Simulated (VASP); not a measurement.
```yaml
crystal:
  lattice:
    - [0.00000, 2.32127, 2.32127]
    - [2.32127, 0.00000, 2.32127]
    - [2.32127, 2.32127, 0.00000]
  atoms:
    - { symbol: Li, position: [0.25000, 0.25000, 0.25000] }
    - { symbol: Li, position: [0.75000, 0.75000, 0.75000] }
    - { symbol: O, position: [0.00000, 0.00000, 0.00000] }
```

Method: vdW-DF2, VASP's PBE PAW potentials (set 64) (plane waves; VASP). Settings: 520 eV cut-off, 9×9×9 Γ-centred mesh, tetrahedra with Blöchl corrections, potentials Li_sv O.

Problem. What does the run give for the energy per atom (σ→0)?

Solution. 
energy per atom (σ→0): -3.919 eV/atom

Total energies compare only between runs with the same potentials, cut-off and functional.

The compound is Li2O in the antifluorite structure. It was relaxed first.
